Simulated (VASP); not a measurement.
Write the native input for VASP 6.6.1 that does the following.

```yaml
Task: relaxation of cell and atoms
Functional: RPBE
Potentials_or_basis: VASP PAW PBE potentials, release 64 (Mg, O)
Cutoff: 600 eV
k_mesh: 10 × 10 × 10
Occupations: gaussian, width 0.02 eV
Spin: no spin polarisation
Further_INCAR_settings: ALGO = Normal; EDIFF = 1e-07; IBRION = 2; EDIFFG = -0.005; NSW = 90; ISIF = 3
```

The structure of MgO lies in POSCAR:

```
MgO
1.0
    0.0000000000      2.1245000000      2.1245000000
    2.1245000000      0.0000000000      2.1245000000
    2.1245000000      2.1245000000      0.0000000000
Mg O
1 1
Direct
    0.0000000000      0.0000000000      0.0000000000
    0.5000000000      0.5000000000      0.5000000000
```

The input as run:

INCAR

```
SYSTEM = MgO
  ALGO = Normal
  EDIFF = 1E-7
  EDIFFG = -0.005
  ENCUT = 600
  GGA = RP
  IBRION = 2
  ISIF = 3
  ISMEAR = 0
  LASPH = .TRUE.
  LCHARG = .FALSE.
  LREAL = .FALSE.
  LWAVE = .FALSE.
  NELM = 60
  NSW = 90
  PREC = Accurate
  SIGMA = 0.02
```

KPOINTS

```
k-points
0
G
  10 10 10
  0 0 0
```

Potentials or basis: VASP PAW PBE potentials, release 64 (Mg, O).

Run with:

```bash
$ cat potpaw_PBE.64/Mg/POTCAR potpaw_PBE.64/O/POTCAR > POTCAR
$ mpirun -np 1 vasp_std > vasp.out
```

It gave:

```json
{
 "Relaxed volume": "9.85 Å³/atom",
 "Relaxed cell": "a = 3.032 Å, b = 3.032 Å, c = 3.032 Å, α = 60.00°, β = 60.00°, γ = 60.00°",
 "Space group after relaxing (to 0.05 Å)": "Fm-3m (No. 225)",
 "Energy gained by relaxing": "3.2 meV/atom",
 "Ionic steps": "3",
 "Pressure after relaxing": "0.0 GPa",
 "Band gap on the k mesh": "4.33 eV, direct"
}
```

Caveat: the PAW data sets were made with another functional, which shifts forces and pressure a little.

Wall time 17 s on 1 thread of AMD EPYC 7R43 64-Core Processor (Zen 3), on a shared host, peak memory 0.11 GiB.
